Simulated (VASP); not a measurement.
# Relaxed cell of Fe: a test of cutoff and mesh

Aim: test the relaxed volume of Fe against cutoff and mesh. The starting structure is a measured crystal structure from the Crystallography Open Database.

Program: VASP 6.6.1. Level of theory: Kohn-Sham DFT with plane waves and PAW; PBEsol. Results are calculated unless marked as measured.

The database entry behind the starting cell differs from later determinations by our own check (about 0.2 % short), so it need not match the best structure at ambient conditions.

**1. The starting structure**

The structure is cubic, space group Im-3m (No. 229). Conventional cell: a = 2.860 Å, b = 2.860 Å, c = 2.860 Å, α = 90.00°, β = 90.00°, γ = 90.00°. Nearest to Fe lie 8 Fe at 2.48 Å.

As a file:

```cif
data_structure
_symmetry_space_group_name_H-M 'P 1'
_symmetry_Int_Tables_number 1
_cell_length_a 2.4772
_cell_length_b 2.4772
_cell_length_c 2.4772
_cell_angle_alpha 109.471
_cell_angle_beta 109.471
_cell_angle_gamma 109.471
_cell_volume 11.70
loop_
_atom_site_label
_atom_site_type_symbol
_atom_site_fract_x
_atom_site_fract_y
_atom_site_fract_z
_atom_site_occupancy
Fe1 Fe 0.00000 0.00000 0.00000 1
```

**2. Reference relaxation**

This run starts from the cell of an earlier relaxation, which isn't shown; the restart sets up the plane waves anew.

The input, INCAR:

```
SYSTEM = Fe
PREC = Accurate
ENCUT = 450
EDIFF = 1E-06
NELM = 100
ISMEAR = 1
SIGMA = 0.1
LREAL = .FALSE.
ALGO = Normal
GGA = PS
NBANDS = 10
ISPIN = 2
MAGMOM = 3
LMAXMIX = 4
LORBIT = 11
LWAVE = .FALSE.
LCHARG = .FALSE.
KPAR = 2
IBRION = 2
NSW = 50
ISIF = 3
EDIFFG = -0.01
```

The input, POSCAR:

```
Fe
1.0
   -1.3948388242      1.3948388242      1.3948388242
    1.3948388242     -1.3948388242      1.3948388242
    1.3948388242      1.3948388242     -1.3948388242
Fe
1
Direct
    0.0000000000      0.0000000000      0.0000000000
```

The input, KPOINTS:

```
Automatic mesh
0
Gamma
14 14 14
0 0 0
```

The projector-augmented-wave data sets are Fe (PBE family, release 64).

Run with:

```
> mpirun -np 2 vasp_std
```

Output:

```text
[banner, memory and clock lines left out]
running    2 mpi-ranks, on    1 nodes
 distrk:  each k-point on    1 cores,    2 groups
 distr:  one band on    1 cores,    1 groups

 POSCAR found type information on POSCAR Fe
 POSCAR found :  1 types and       1 ions
|                                                                             |
|               ----> ADVICE to this user running VASP <----                  |
|                                                                             |
|     You enforced a specific xc type in the INCAR file but a different       |
|     [... a line on the potential file left out ...]
|     I HOPE YOU KNOW WHAT YOU ARE DOING!                                     |
|                                                                             |

 LDA part: xc-table for (Slater+PW92), standard interpolation
 POSCAR, INCAR and KPOINTS ok, starting setup
 FFT: planning ... GRIDC
 FFT: planning ... GRID_SOFT
 FFT: planning ... GRID
 WAVECAR not read
 entering main loop
       N       E                     dE             d eps       ncg     rms          rms(c)
DAV:   1     0.149756394129E+02    0.14976E+02   -0.37568E+03  4458   0.894E+02
DAV:   2    -0.948944621138E+01   -0.24465E+02   -0.22523E+02  4204   0.124E+02
DAV:   3    -0.996015300249E+01   -0.47071E+00   -0.46856E+00  4600   0.220E+01
DAV:   4    -0.996199545685E+01   -0.18425E-02   -0.18423E-02  4506   0.126E+00
DAV:   5    -0.996200813789E+01   -0.12681E-04   -0.12681E-04  4540   0.103E-01    0.128E+01
DAV:   6    -0.898257244092E+01    0.97944E+00   -0.11528E+01  4500   0.517E+01    0.520E+00
DAV:   7    -0.893496507872E+01    0.47607E-01   -0.53699E-01  4562   0.110E+01    0.329E+00
DAV:   8    -0.892517516721E+01    0.97899E-02   -0.46241E-03  5014   0.575E-01    0.138E+00
DAV:   9    -0.891676269495E+01    0.84125E-02   -0.50317E-03  5896   0.504E-01    0.249E-01
DAV:  10    -0.891653787671E+01    0.22482E-03   -0.42815E-04  4452   0.244E-01    0.578E-02
DAV:  11    -0.891654924660E+01   -0.11370E-04   -0.28618E-05  4464   0.618E-02    0.257E-02
DAV:  12    -0.891655364126E+01   -0.43947E-05   -0.16995E-06  4124   0.194E-02    0.183E-02
DAV:  13    -0.891655208725E+01    0.15540E-05   -0.14205E-06  3192   0.145E-02    0.715E-03
DAV:  14    -0.891655171934E+01    0.36791E-06   -0.11738E-07  2112   0.502E-03
   1 F= -.89165517E+01 E0= -.89167993E+01  d E =-.891655E+01  mag=     2.1677
 curvature:   0.00 expect dE= 0.000E+00 dE for cont linesearch  0.000E+00
 trial: gam= 0.00000 g(F)=  0.102E-62 g(S)=  0.111E-05 ort = 0.000E+00 (trialstep = 0.100E+01)
 search vector abs. value=  0.111E-05
 reached required accuracy - stopping structural energy minimisation
```

It took 15 s on 2 MPI ranks of AMD EPYC 7R43, shared host; peak memory 0.19 GiB; 29 s of CPU time.

Lines that name or quote the potential files are left out of all logs, and their timing lines are given in words.

Parts of OUTCAR (step 2):

```text
ion  position               nearest neighbor table
   1  0.000  0.000  0.000-

  LATTYP: Found a body centered cubic cell.
 ALAT       =     2.7896776484

 Subroutine GETGRP returns: Found 48 space group operations
 (whereof 48 operations were pure point group operations)

The static configuration has the point symmetry O_h .

 Found    104 irreducible k-points:

   k-points           NKPTS =    104   k-points in BZ     NKDIM =    104   number of bands    NBANDS=     10

   dimension x,y,z NGX =    18 NGY =   18 NGZ =   18
   dimension x,y,z NGXF=    36 NGYF=   36 NGZF=   36

   ENCUT  =  450.0 eV  33.07 Ry    5.75 a.u.   4.18  4.18  4.18*2*pi/ulx,y,z

   NELECT =       8.0000    total number of electrons

 k-points in reciprocal lattice and weights: Automatic mesh
   0.00000000  0.00000000  0.00000000       0.000
   0.07142857  0.00000000  0.00000000       0.004
   0.14285714  0.00000000  0.00000000       0.004
   0.21428571  0.00000000  0.00000000       0.004
   0.28571429  0.00000000  0.00000000       0.004
   0.35714286  0.00000000  0.00000000       0.004
   0.42857143  0.00000000  0.00000000       0.004
   0.50000000  0.00000000  0.00000000       0.002
   0.07142857  0.07142857  0.00000000       0.009
[...]
0.50000000  0.50000000  0.42857143       0.004
   0.50000000  0.50000000  0.50000000       0.000

 average (electrostatic) potential at core
       1 -42.7494

 E-fermi :   6.1408

 spin component 1
 k-point     1 :       0.0000    0.0000    0.0000
  band No.  band energies     occupation
    ...
      2       3.7333      1.00000
      3       3.7333      1.00000
      4       3.7333      1.00000
      5       5.1280      1.00000
      6       5.1280      1.00000
      7      31.5061      0.00000
      8      31.5061      0.00000
      9      31.5061      0.00000
     10      36.9218      0.00000

 k-point     2 :       0.0714    0.0000    0.0000
  band No.  band energies     occupation
    ...
      2       3.6708      1.00000
      3       3.7275      1.00000
      4       3.8552      1.00000
      5       5.0659      1.00000
      6       5.1332      1.00000
      7      30.1984      0.00000
      8      31.2029      0.00000
      9      31.3845      0.00000
     10      36.2229      0.00000

 k-point     3 :       0.1429    0.0000    0.0000
  band No.  band energies     occupation
    ...
      2       3.4985      1.00000
      3       3.6836      1.00000
      4       4.2062      1.00000
      5       4.9464      1.00000
      6       5.1504      1.00000
      7      27.3910      0.00000
      8      30.1239      0.00000
      9      31.1039      0.00000
     10      34.5403      0.00000

 k-point     4 :       0.2143    0.0000    0.0000
  band No.  band energies     occupation
    ...
      2       3.2562      1.00000
      3       3.5927      1.00000
      4       4.7400      1.00000
      5       4.9052      1.00000
      6       5.1827      1.00000
      7      24.0877      0.00000
      8      28.5619      0.00000
      9      30.7998      0.00000
     10      32.1845      0.00000

 k-point     5 :       0.2857    0.0000    0.0000
  band No.  band energies     occupation
    ...
      2       2.9960      1.00000
      3       3.6821      1.00000
      4       4.9834      1.00000
      5       5.2293      1.00000
      6       5.3763      1.00000
      7      20.7258      0.00000
      8      27.0439      0.00000
      9      30.1146      0.00000
     10      30.5467      0.00000

 k-point     6 :       0.3571    0.0000    0.0000
  band No.  band energies     occupation
    ...
      2       2.7687      1.00000
      3       4.3999      1.00000
      4       5.1392      1.00000
      5       5.2813      1.00000
      6       5.9978      1.03062
      7      17.5818      0.00000
      8      25.8365      0.00000
      9      28.4607      0.00000
     10      30.3669      0.00000

  Total       -0.0027681     -0.0027681     -0.0027681     -0.0000000     -0.0000000      0.0000000
  in kB       -0.4085577     -0.4085577     -0.4085577     -0.0000000     -0.0000000      0.0000000
  external PRESSURE =      -0.4085577 kB  Pullay stress =       0.0000000 kB

  energy-cutoff  :      450.00
  volume of cell :       10.86
      direct lattice vectors                 reciprocal lattice vectors
    -1.394838824  1.394838824  1.394838824     0.000000000  0.358464355  0.358464355
     1.394838824 -1.394838824  1.394838824     0.358464355  0.000000000  0.358464355
     1.394838824  1.394838824 -1.394838824     0.358464355  0.358464355  0.000000000

 POSITION                                       TOTAL-FORCE (eV/Angst)
 -----------------------------------------------------------------------------------
      0.00000      0.00000      0.00000        -0.000000     -0.000000      0.000000
 -----------------------------------------------------------------------------------
    total drift:                                0.000000     -0.000000      0.000000

  FREE ENERGIE OF THE ION-ELECTRON SYSTEM (eV)
  ---------------------------------------------------
  free  energy   TOTEN  =        -8.9165517193 eV

  energy  without entropy=       -8.9172945332  energy(sigma->0) =       -8.91679932

 reached required accuracy - stopping structural energy minimisation

 total charge
# of ion       s       p       d       tot
------------------------------------------
    1        0.511   0.584   6.278   7.373

 magnetization (x)
# of ion       s       p       d       tot
------------------------------------------
    1       -0.012  -0.042   2.200   2.146

[... 6 further parts left out ...]
```

CONTCAR:

```
Fe
   1.00000000000000
    -1.3948388242000000    1.3948388242000000    1.3948388242000000
     1.3948388242000000   -1.3948388242000000    1.3948388242000000
     1.3948388242000000    1.3948388242000000   -1.3948388242000000
  Fe
     1
Direct
     0.0000000000000000    0.0000000000000000    0.0000000000000000
```

The cell holds one magnetic atom, so no antiferromagnetic order fits into it. The PAW data sets were made with PBE, which is usual practice but a small mismatch for other functionals. The run keeps the 48 symmetry operations of its start, so it cannot find a distortion of lower symmetry.

The reference relaxation ends at 10.855 Å³ an atom. Pressures at 0.985 and 1.015 times this volume, from two more relaxations that aren't shown, give a bulk modulus of 235.6 GPa.

**3. Relaxation with a cutoff of 270 eV**

Against step 2 the input has ENCUT = 270. This run starts from the cell of an earlier relaxation, which isn't shown; the restart sets up the plane waves anew.

INCAR: that of step 2 with these lines changed.

```diff
@@ -2,3 +2,3 @@
 PREC = Accurate
-ENCUT = 450
+ENCUT = 270
 EDIFF = 1E-06
```

The input, POSCAR:

```
Fe
1.0
   -1.3927862169      1.3927862169      1.3927862169
    1.3927862169     -1.3927862169      1.3927862169
    1.3927862169      1.3927862169     -1.3927862169
Fe
1
Direct
    0.0000000000      0.0000000000      0.0000000000
```

KPOINTS is that of step 2.

Run with:

```
> mpirun -np 2 vasp_std
```

Output:

```text
[banner, memory and clock lines left out]
running    2 mpi-ranks, on    1 nodes
[...]
[... a notice as in an earlier step ...]

 LDA part: xc-table for (Slater+PW92), standard interpolation
 POSCAR, INCAR and KPOINTS ok, starting setup
[...]
entering main loop
       N       E                     dE             d eps       ncg     rms          rms(c)
DAV:   1     0.783332806341E+01    0.78333E+01   -0.27887E+03  4554   0.580E+02
DAV:   2    -0.976222738366E+01   -0.17596E+02   -0.16192E+02  4264   0.991E+01
DAV:   3    -0.995827117165E+01   -0.19604E+00   -0.19592E+00  4566   0.127E+01
DAV:   4    -0.995893836896E+01   -0.66720E-03   -0.66716E-03  4448   0.702E-01
[...]
DAV:  11    -0.891705471650E+01   -0.78652E-05   -0.30036E-05  4354   0.575E-02    0.232E-02
DAV:  12    -0.891705852172E+01   -0.38052E-05   -0.15862E-06  4076   0.174E-02    0.181E-02
DAV:  13    -0.891705788531E+01    0.63641E-06   -0.13910E-06  3228   0.125E-02
   1 F= -.89170579E+01 E0= -.89172923E+01  d E =-.891706E+01  mag=     2.1638
[...]
DAV:   6    -0.891560621667E+01   -0.67858E-05   -0.15044E-05  4940   0.303E-02    0.130E-02
DAV:   7    -0.891560523790E+01    0.97877E-06   -0.88989E-07  3280   0.111E-02
   2 F= -.89156052E+01 E0= -.89157375E+01  d E =0.145265E-02  mag=     2.1394
 trial-energy change:    0.001453  1 .order    0.001505   -0.004013    0.007022
 step:   0.3702(harm=  0.3637)  dis= 0.00000  next Energy=    -8.917803 (dE=-0.745E-03)
[...]
N       E                     dE             d eps       ncg     rms          rms(c)
DAV:   1    -0.893490286945E+01   -0.19297E-01   -0.35978E-01  4404   0.915E+00    0.119E+00
DAV:   2    -0.891925851345E+01    0.15644E-01   -0.14294E-01  4522   0.471E+00    0.953E-01
DAV:   3    -0.891820349518E+01    0.10550E-02   -0.63518E-03  4526   0.106E+00    0.417E-01
DAV:   4    -0.891800782177E+01    0.19567E-03   -0.73990E-05  4500   0.105E-01    0.100E-01
DAV:   5    -0.891783450147E+01    0.17332E-03   -0.18459E-04  4454   0.976E-02    0.118E-02
DAV:   6    -0.891783735909E+01   -0.28576E-05   -0.29018E-06  4374   0.133E-02    0.716E-03
DAV:   7    -0.891783801395E+01   -0.65486E-06   -0.26182E-07  2148   0.650E-03
   3 F= -.89178380E+01 E0= -.89180342E+01  d E =-.780129E-03  mag=     2.1547
[...]
reached required accuracy - stopping structural energy minimisation
```

Run time: 12 s. Hardware: 2 MPI ranks; peak memory 0.16 GiB.

Parts of OUTCAR (step 3):

```text
  Total        0.0026945      0.0026945      0.0026945      0.0000000      0.0000000     -0.0000000
  in kB        0.4030465      0.4030465      0.4030465      0.0000000      0.0000000     -0.0000000
  external PRESSURE =       0.4030465 kB  Pullay stress =       0.0000000 kB

 POSITION                                       TOTAL-FORCE (eV/Angst)
 -----------------------------------------------------------------------------------
      0.00000     -0.00000      0.00000        -0.000000     -0.000000     -0.000000
 -----------------------------------------------------------------------------------
    total drift:                               -0.000000     -0.000000      0.000000

  FREE ENERGIE OF THE ION-ELECTRON SYSTEM (eV)
  ---------------------------------------------------
  free  energy   TOTEN  =        -8.9178380139 eV

  energy  without entropy=       -8.9184265388  energy(sigma->0) =       -8.91803419

 magnetization (x)
# of ion       s       p       d       tot
------------------------------------------
    1       -0.012  -0.042   2.188   2.134

[... 2 parts as in an earlier step ...]

[... 2 further parts left out ...]
[key lines of the parts left out:]
E-fermi :   6.2897
```

With a cutoff of 270 eV the cell ends at 10.711 Å³ an atom, -1.33 % from the reference; the bulk modulus is 246.3 GPa against 235.6 GPa.

**4. Relaxation with a 7×7×7 mesh**

Against step 2 the input has a 7×7×7 mesh. This run starts from the cell of an earlier relaxation, which isn't shown; the restart sets up the plane waves anew.

INCAR: that of step 3 with these lines changed.

```diff
@@ -2,3 +2,3 @@
 PREC = Accurate
-ENCUT = 270
+ENCUT = 450
 EDIFF = 1E-06
```

The input, POSCAR:

```
Fe
1.0
   -1.3991094600      1.3991094600      1.3991094600
    1.3991094600     -1.3991094600      1.3991094600
    1.3991094600      1.3991094600     -1.3991094600
Fe
1
Direct
    0.0000000000      0.0000000000      0.0000000000
```

The input, KPOINTS:

```
Automatic mesh
0
Gamma
7 7 7
0 0 0
```

Run with:

```
> mpirun -np 2 vasp_std
```

Output:

```text
[... set-up lines as in an earlier step ...]
 entering main loop
       N       E                     dE             d eps       ncg     rms          rms(c)
DAV:   1     0.159356210930E+02    0.15936E+02   -0.38121E+03   824   0.888E+02
DAV:   2    -0.955474877338E+01   -0.25490E+02   -0.23504E+02   808   0.123E+02
DAV:   3    -0.996768816297E+01   -0.41294E+00   -0.41007E+00   906   0.206E+01
DAV:   4    -0.996941945927E+01   -0.17313E-02   -0.17310E-02   884   0.124E+00
[...]
DAV:  10    -0.891740997467E+01    0.10883E-03   -0.53439E-04   900   0.388E-01    0.126E-01
DAV:  11    -0.891746638474E+01   -0.56410E-04   -0.15138E-04   990   0.152E-01    0.432E-02
DAV:  12    -0.891746559790E+01    0.78684E-06   -0.86833E-06   838   0.380E-02
   1 F= -.89174656E+01 E0= -.89173223E+01  d E =-.891747E+01  mag=     2.2770
[...]
N       E                     dE             d eps       ncg     rms          rms(c)
DAV:   1    -0.891858022727E+01   -0.11138E-02   -0.20626E-02   852   0.242E+00    0.357E-01
[...]
DAV:   4    -0.891747332630E+01    0.93355E-05   -0.14663E-05   894   0.602E-02    0.208E-02
DAV:   5    -0.891746724884E+01    0.60775E-05   -0.12900E-05   852   0.494E-02    0.833E-03
DAV:   6    -0.891746692226E+01    0.32657E-06   -0.32830E-06   524   0.261E-02
   2 F= -.89174669E+01 E0= -.89172851E+01  d E =-.132436E-05  mag=     2.2618
 trial-energy change:   -0.000001  1 .order   -0.000000   -0.000090    0.000090
 step:   0.5014(harm=  0.5014)  dis= 0.00000  next Energy=    -8.917488 (dE=-0.226E-04)
[...]
N       E                     dE             d eps       ncg     rms          rms(c)
DAV:   1    -0.891774060034E+01   -0.27335E-03   -0.51053E-03   854   0.121E+00    0.159E-01
DAV:   2    -0.891750697320E+01    0.23363E-03   -0.22704E-03   868   0.675E-01    0.127E-01
DAV:   3    -0.891748901716E+01    0.17956E-04   -0.11127E-04   882   0.160E-01    0.528E-02
DAV:   4    -0.891748613912E+01    0.28780E-05   -0.86324E-07   532   0.127E-02    0.115E-02
DAV:   5    -0.891748349091E+01    0.26482E-05   -0.36369E-06   730   0.144E-02    0.393E-03
DAV:   6    -0.891748366260E+01   -0.17168E-06   -0.25416E-07   400   0.688E-03
   3 F= -.89174837E+01 E0= -.89173137E+01  d E =-.180647E-04  mag=     2.2695
[...]
reached required accuracy - stopping structural energy minimisation
```

Wall time 6.4 s (2 MPI ranks); peak memory 0.18 GiB.

Parts of OUTCAR (step 4):

```text
  Total        0.0023834      0.0023834      0.0023834      0.0000000      0.0000000     -0.0000000
  in kB        0.3492055      0.3492055      0.3492055      0.0000000      0.0000000     -0.0000000
  external PRESSURE =       0.3492055 kB  Pullay stress =       0.0000000 kB

 POSITION                                       TOTAL-FORCE (eV/Angst)
 -----------------------------------------------------------------------------------
      0.00000     -0.00000      0.00000        -0.000000     -0.000000      0.000000
 -----------------------------------------------------------------------------------
    total drift:                                0.000000     -0.000000      0.000000

  FREE ENERGIE OF THE ION-ELECTRON SYSTEM (eV)
  ---------------------------------------------------
  free  energy   TOTEN  =        -8.9174836626 eV

  energy  without entropy=       -8.9169738288  energy(sigma->0) =       -8.91731372

 magnetization (x)
# of ion       s       p       d       tot
------------------------------------------
    1       -0.009  -0.029   2.281   2.242

[... 1 part as in an earlier step ...]

[... 3 further parts left out ...]
[key lines of the parts left out:]
E-fermi :   6.1587
```

With a 7×7×7 mesh the cell ends at 10.935 Å³ an atom, +0.74 % from the reference; the bulk modulus is 189.9 GPa against 235.6 GPa.

(Part 1 of 2 ends here.)

[Lines on the potential files, build, host, timing and source positions are cut from VASP's logs without a mark.]

[Logs are printed without paths, hosts, clocks, repeated set-up lines and the standing remarks that a program may print on its own settings, such as how far it seeks lower states.]

[Hosts, paths, dates, database ids (printed as entryN), source tags and the programs' standing remarks are cut or masked in the printed files.]
